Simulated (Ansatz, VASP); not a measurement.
**Ga8AsP7 in two plane-wave programs**

One calculation is typed for both programs; each brings its own data sets. How far apart do they land? The cell is taken from a series of runs on this material, whose earlier steps may have relaxed, scaled, displaced or heated it; both programs get it as it stands.

Calculated with Ansatz 0.2.0; plane waves, with VASP 6.6.1 beside it; relaxation of cell and atoms at r2SCAN.

### Step 1. Starting point

Symmetry: F-43m, No. 216, cubic system. Conventional cell: a = 10.951 Å, b = 10.951 Å, c = 10.951 Å, α = 90.00°, β = 90.00°, γ = 90.00°. Nearest to As lie 4 Ga at 2.37 Å. Nearest to Ga lie 3 P at 2.37 Å and 1 As at 2.37 Å. Ga has 4 P at 2.37 Å nearest. P has 4 Ga at 2.37 Å nearest. P has 4 Ga at 2.37 Å nearest. Farther neighbours are not listed.

Coordinates:

```cif
data_structure
_symmetry_space_group_name_H-M 'F-43m'
_symmetry_Int_Tables_number 216
_cell_length_a 10.9507
_cell_length_b 10.9507
_cell_length_c 10.9507
_cell_angle_alpha 90.000
_cell_angle_beta 90.000
_cell_angle_gamma 90.000
_cell_volume 1313.20
loop_
_atom_site_label
_atom_site_type_symbol
_atom_site_symmetry_multiplicity
_atom_site_Wyckoff_symbol
_atom_site_fract_x
_atom_site_fract_y
_atom_site_fract_z
_atom_site_occupancy
As1 As 4 c 0.75000 0.25000 0.75000 1
Ga1 Ga 16 e 0.37500 0.12500 0.37500 1
Ga2 Ga 16 e 0.37500 0.37500 0.62500 1
P1 P 4 d 0.75000 0.25000 0.25000 1
P2 P 24 f 0.00000 0.25000 0.50000 1
```

### Step 2. Ansatz: relaxation of cell and atoms, r2SCAN

Ansatz runs on its PAW soft_1 files.

The relaxed volume is the usual yardstick between codes: in a stiff, nearly cubic crystal its relative difference is about their pressure difference at one cell divided by the bulk modulus.

The input, input.yaml:

```yaml
crystal:
  lattice:
    - [0.0, 5.475375, 5.475375]
    - [5.475375, 0.0, 5.475375]
    - [5.475375, 5.475375, 0.0]
  atoms:
    - { symbol: As, position: [0.875, 0.875, 0.875] }
    - { symbol: Ga, position: [0.0, 0.0, 0.0] }
    - { symbol: Ga, position: [0.0, 0.0, 0.5] }
    - { symbol: Ga, position: [0.0, 0.5, 0.0] }
    - { symbol: Ga, position: [1.0, 0.5, 0.5] }
    - { symbol: Ga, position: [0.5, 0.0, 0.0] }
    - { symbol: Ga, position: [0.5, 1.0, 0.5] }
    - { symbol: Ga, position: [0.5, 0.5, 0.0] }
    - { symbol: Ga, position: [0.5, 0.5, 0.5] }
    - { symbol: P, position: [0.375, 0.375, 0.375] }
    - { symbol: P, position: [0.375, 0.375, 0.875] }
    - { symbol: P, position: [0.375, 0.875, 0.375] }
    - { symbol: P, position: [0.375, 0.875, 0.875] }
    - { symbol: P, position: [0.875, 0.375, 0.375] }
    - { symbol: P, position: [0.875, 0.375, 0.875] }
    - { symbol: P, position: [0.875, 0.875, 0.375] }
kpoints:
  mp_grid: { grid: [4, 4, 4] }
scf:
  occupations: { method: fermi_dirac, width: 0.02 }
hamiltonian:
  xc: r2scan
  pseudopotentials: { kind: paw, azcp: { folder: soft_1 } }
basis:
  ecutwfc: 600
output:
  forces: true
  stress: true
relax:
  f_tol: 0.005
  max_steps: 70
  cell: { stress_tol: 0.02, p_target: 0 }
```

Launch:

```sh
$ ansatz run input.yaml --threads 4 --pin off --max-ram 10240MiB --backend cpu --events-out ev --progress --plain --runs-dir out
```

Numbers of over 12 decimals in the logs are rounded to 6 here.

Output:

```text
Engine: ansatz 0.2.0, aarch64-unknown-linux-gnu
Pseudopotentials: kind: paw
Pseudopotential: As, paw, valence charge 15, recommended cutoff 500 eV (meta_gga), soft_1/As.paw.azcp
Pseudopotential: Ga, paw, valence charge 13, recommended cutoff 500 eV (meta_gga), soft_1/Ga.paw.azcp
Pseudopotential: P, paw, valence charge 5, recommended cutoff 500 eV (meta_gga), soft_1/P.paw.azcp
Functional definition: r2SCAN
  parameter k0 = 0.174
  parameter k1 = 0.065
  parameter a1 = 4.9479
  exchange = r2scan_x(k0 = k0, k1 = k1, a1 = a1)
  correlation = r2scan_c
Crystal: 16 atoms, lattice volume = 328.301 Å³
Basis set: ecut = 600 eV, 10969 PW (Γ), exchange–correlation on 256×256×256 points (64 copies of the dense FFT grid, shifted against one another)
Bands: 93, of which v1, the nominal top of the filled ones, is band 77 counted from 1 (76 counted from 0)
Symmetry: 24 space group operations
Space group: F-43m (ITA 216), of the structure as read, at distance tolerance 6.9e-5 Å
k-points: 8 of 64 (time reversal used)
Non-local potential: As, projectors of the file, l = 0: 2, l = 1: 2, l = 2: 3, l = 3: 1
Non-local potential: Ga, projectors of the file, l = 0: 2, l = 1: 2, l = 2: 3, l = 3: 1
Non-local potential: P, projectors of the file, l = 0: 2, l = 1: 2, l = 2: 1
PAW form: soft (Blöchl's): semilocal exchange-correlation on the pseudo side does not see the compensation charge
PAW frozen core: As, regenerated for the run's functional (the file was generated under x = pbe(κ = 0.804, μ = 0.219515), c = pbe(β = 0.066725))
PAW frozen core: Ga, regenerated for the run's functional (the file was generated under x = pbe(κ = 0.804, μ = 0.219515), c = pbe(β = 0.066725))
PAW frozen core: P, regenerated for the run's functional (the file was generated under x = pbe(κ = 0.804, μ = 0.219515), c = pbe(β = 0.066725))
PAW one-centre angular grid: As, 590 points (default); XC on 160 Gauss nodes
PAW one-centre angular grid: Ga, 590 points (default); XC on 160 Gauss nodes
PAW one-centre angular grid: P, 302 points (default); XC on 160 Gauss nodes
Initial density: superposition of atomic densities (chi_scale 0.1, normalization cell, long waves kept (reshape's long-wave potential 0.02 eV rms))
Initial wavefunctions: pseudopotential atomic-orbital guess
Functional: x = r2scan, c = r2scan; τ floored in thin density (d = 2e-4 eV/Å³)
SCF iter   1: F=—  HF=-40509.112269 eV  |F-HF|=—  |Δ(HF+E_count)|=         —  Δρ=5.07e-2  dr2=5.48e0  dr2_τ=1.24e-1  ethr=3.10e-3  ⟨swp⟩=7.0  Hψ=2955  notcnv=0  defer=6
preconditioner: auto → Resta (q_TF=auto, 2.405 Å⁻¹)  ε∞=3.8  [insulator: Δε(μ)=1.974 eV  Ē_g=14.625 eV  σ=0.020 eV  W_gap=1.00  n_scr=64 (ndim 8)  ℏωp=24.6 eV  f_vac=0.000  D(μ)=0.00/eV (n_scr^D=0)  ε∞_Penn≈3.8]
SCF iter   2: F=—  HF=-40508.984327 eV  |F-HF|=—  |Δ(HF+E_count)|=   1.28e-1  Δρ=2.83e-2  dr2=1.73e0  dr2_τ=8.78e-3  ethr=3.10e-3  ⟨swp⟩=2.0  Hψ=913  notcnv=0  defer=71
SCF iter   3: F=—  HF=-40509.107219 eV  |F-HF|=—  |Δ(HF+E_count)|=   1.23e-1  Δρ=4.39e-3  dr2=7.41e-2  dr2_τ=1.62e-3  ethr=1.12e-3  ⟨swp⟩=2.9  Hψ=920  notcnv=0  defer=71
SCF iter   4: F=—  HF=-40509.093540 eV  |F-HF|=—  |Δ(HF+E_count)|=   1.37e-2  Δρ=2.63e-3  dr2=1.51e-2  dr2_τ=2.02e-4  ethr=4.81e-5  ⟨swp⟩=3.0  Hψ=1360  notcnv=0  defer=71
SCF iter   5: F=—  HF=-40509.088645 eV  |F-HF|=—  |Δ(HF+E_count)|=   4.90e-3  Δρ=9.53e-4  dr2=2.48e-3  dr2_τ=3.77e-5  ethr=9.80e-6  ⟨swp⟩=2.0  Hψ=1306  notcnv=0  defer=71
SCF iter   6: F=—  HF=-40509.089773 eV  |F-HF|=—  |Δ(HF+E_count)|=   1.13e-3  Δρ=1.25e-4  dr2=7.19e-5  dr2_τ=9.10e-7  ethr=1.61e-6  ⟨swp⟩=3.0  Hψ=1292  notcnv=0  defer=71
SCF iter   7: F=—  HF=-40509.089866 eV  |F-HF|=—  |Δ(HF+E_count)|=   9.26e-5  Δρ=3.39e-5  dr2=2.92e-6  dr2_τ=5.06e-8  ethr=4.67e-8  ⟨swp⟩=2.0  Hψ=1360  notcnv=0  defer=71
SCF iter   8: F=—  HF=-40509.089869 eV  |F-HF|=—  |Δ(HF+E_count)|=   2.47e-6  Δρ=2.18e-5  dr2=1.05e-6  dr2_τ=1.37e-8  ethr=1.89e-9  ⟨swp⟩=2.0  Hψ=1289  notcnv=0  defer=71
SCF iter   9: F=-40509.089867 eV  HF=-40509.089867 eV  |F-HF|=1.53e-8  |Δ(HF+E_count)|=   1.46e-6  Δρ=3.05e-6  dr2=3.17e-8  dr2_τ=5.23e-10  ethr=6.49e-11  ⟨swp⟩=4.0  Hψ=3413  notcnv=0
SCF 1 converged in 9 iterations: F = -40509.089867 eV  dr2 = 3.17e-8
  greatest PAW one-centre occupation: 0.999 electrons in one spin orbital (limit 2), on the As atom at site 0 (counted from 0), in its partial waves of l = 2
relax step   1: F+E_penalty+E_count = -40509.08986711 eV  Δ(F+E_penalty+E_count) = +0.000e0 eV  max|allowed force component| = 3.982e-1 eV/Å  Δτ_max = 0.0000 Å  P = +0.189 GPa  Ω = 328.301 Å³  (9 SCF iters, dr2 threshold 1.00e-7 eV, accepted)
[...]
relax step   3: F+E_penalty+E_count = -40509.14787371 eV  Δ(F+E_penalty+E_count) = -1.024e-3 eV  max|allowed force component| = 5.867e-3 eV/Å  Δτ_max = 0.0040 Å  P = -0.008 GPa  Ω = 328.793 Å³  energy of the carried Pulay correction = -2.324e-5 eV  (5 SCF iters, dr2 threshold 2.93e-7 eV, accepted)
[...]
relax step   4: F+E_penalty+E_count = -40509.14788898 eV  Δ(F+E_penalty+E_count) = -1.527e-5 eV  max|allowed force component| = 1.084e-4 eV/Å  Δτ_max = 0.0005 Å  P = -0.000 GPa  Ω = 328.766 Å³  energy of the carried Pulay correction = -2.197e-5 eV  (6 SCF iters, dr2 threshold 2.15e-9 eV, accepted)
[...]
relax step   5: F+E_penalty+E_count = -40509.14792263 eV  Δ(F+E_penalty+E_count) = -3.365e-5 eV  max|allowed force component| = 1.084e-4 eV/Å  Δτ_max = 0.0000 Å  P = -0.000 GPa  Ω = 328.766 Å³  stress off target by 2.23e-4 GPa  SCF on the basis re-selected at this cell (its energy is not comparable with the rows above)  (5 SCF iters)
basis re-selected at this cell: Δ(F+E_penalty+E_count) = -3.365e-5 eV, ΔP = +0.000 GPa vs the last step (what re-selecting the basis moved, of the pressure what is left beyond the Pulay correction that the steps carried, after the strain that the cell walked since its last selection, with what the two solves' SCF thresholds leave and, on support functions, any second-order correction that the steps lacked; it is no m [...]
SCF converged after 5 iterations
Free energy (F): -40509.147923 eV
Harris-Foulkes:  -40509.147923 eV  (|F-HF|=7.28e-12)
Internal energy: -40509.147923 eV  (E = F + TS)
E sigma→0 (E₀):  -40509.147923 eV
Fermi energy:    7.878152 eV
--- Per-component energies (eV) ---
  E_band       = -816.229050
  E_kinetic    = 1468.619419
  E_local      = -15836.555245  (includes V_loc(G=0)·N_el)
  E_nonlocal   = -895.909673
  E_hartree    = 9479.863404
  E_xc         = -1003.443770
  E_vxc        = -997.573831  (∫ρ·V_xc dr)
  E_paw        = -22044.398437  (= ΣΔE_a)
  E_vpaw       = -3562.901747  (= ΣTr[D̂ρ^β])
  E_aug_tail   = -0.000101  (compensation charges beyond the density's cutoff)
  E_vtau       = 48.365391  (kinetic-family band-sum trace: ∫τ·v_τ [+ j·A + Jᵃ·Aᵃ] dr)
  E_ewald      = -11670.005706
  E_core_change = -7.317813  (= ΣΔE_core)
  E_smearing   = -0.000000  (= −TS)
  E_closure    = 0.000000  (closes the sum)
  Σ components = -40509.147923   (vs F -40509.147923, Δ=0.00e0)
--- Forces (eV/Å), atoms counted from 1 ---
  atom   1  As    -0.00000000    -0.00000000    -0.00000000
  atom   2  Ga     0.00010839     0.00010839     0.00010839
  atom   3  Ga    -0.00010839    -0.00010839     0.00010839
  atom   4  Ga    -0.00010839     0.00010839    -0.00010839
  atom   5  Ga     0.00003581    -0.00003581    -0.00003581
  atom   6  Ga     0.00010839    -0.00010839    -0.00010839
  atom   7  Ga    -0.00003581     0.00003581    -0.00003581
  atom   8  Ga    -0.00003581    -0.00003581     0.00003581
  atom   9  Ga     0.00003581     0.00003581     0.00003581
  atom  10  P      0.00000000    -0.00000000    -0.00000000
  atom  11  P     -0.00000000    -0.00000000    -0.00006483
  atom  12  P     -0.00000000    -0.00006483    -0.00000000
  atom  13  P      0.00006483    -0.00000000    -0.00000000
  atom  14  P     -0.00006483    -0.00000000    -0.00000000
  atom  15  P      0.00000000     0.00006483    -0.00000000
  atom  16  P      0.00000000    -0.00000000     0.00006483
  max |Σ_I F_I| component: 4.60e-16 eV/Å
--- Stress (GPa, compression-positive) ---
       -0.000223      -0.000000      -0.000000
       -0.000000      -0.000223       0.000000
       -0.000000       0.000000      -0.000223
  P = ⅓ Tr σ = -0.0002 GPa (-0.002 kbar)
--- Relaxed structure (4 steps of the walk, 4 accepted, 1 SCFs on fresh bases) ---
  F+E_penalty+E_count = -40509.14792263 eV   max|allowed force component| = 1.084e-4 eV/Å   (the final SCF, on the basis selected at the relaxed cell)
  cell:  # Å, volume = 328.7657 Å³
    - [0, 5.477960, 5.477960]
    - [5.477960, 0, 5.477960]
    - [5.477960, 5.477960, 0]
  atoms:
    - { symbol: As, position: [0.875, 0.875, 0.875] }
    - { symbol: Ga, position: [0.00224669, 0.00224669, 0.00224669] }
    - { symbol: Ga, position: [0.00224669, 0.00224669, 0.493260] }
    - { symbol: Ga, position: [0.00224669, 0.493260, 0.00224669] }
    - { symbol: Ga, position: [1.000446, 0.499851, 0.499851] }
    - { symbol: Ga, position: [0.493260, 0.00224669, 0.00224669] }
    - { symbol: Ga, position: [0.499851, 1.000446, 0.499851] }
    - { symbol: Ga, position: [0.499851, 0.499851, 0.000445934] }
    - { symbol: Ga, position: [0.499851, 0.499851, 0.499851] }
    - { symbol: P, position: [0.375, 0.375, 0.375] }
    - { symbol: P, position: [0.375066, 0.375066, 0.874934] }
    - { symbol: P, position: [0.375066, 0.874934, 0.375066] }
    - { symbol: P, position: [0.375066, 0.874934, 0.874934] }
    - { symbol: P, position: [0.874934, 0.375066, 0.375066] }
    - { symbol: P, position: [0.874934, 0.375066, 0.874934] }
    - { symbol: P, position: [0.874934, 0.874934, 0.375066] }
```

In the SCF lines HF is the Harris–Foulkes energy and dr2 the Hartree energy of the density residual, in eV; the loop may stop once dr2 is under the threshold and the program's other checks hold. Hψ counts applications of the Hamiltonian.

[end of part 1 of 2]

[Lines on the potential files, build, host, timing and source positions are cut from VASP's logs without a mark.]

[Logs are printed without paths, hosts, clocks, repeated set-up lines and the standing remarks that a program may print on its own settings, such as how far it seeks lower states.]

[Hosts, paths, dates, database ids (printed as entryN), source tags and the programs' standing remarks are cut or masked in the printed files.]
